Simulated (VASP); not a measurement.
All values below come from PBEsol GGA, VASP's PBE PAW potentials (set 64) (plane waves; VASP).

Gaps are without spin-orbit coupling.

Task: Order these relaxed crystals by band gap, smallest first: FeS2, Pa-3 (205); ZnS, F-43m (216); MoS2, R3m (160); AlP, F-43m (216).

Result: FeS2, Pa-3 (205) (0.29 eV), MoS2, R3m (160) (0.97 eV), AlP, F-43m (216) (1.45 eV), ZnS, F-43m (216) (2.09 eV)
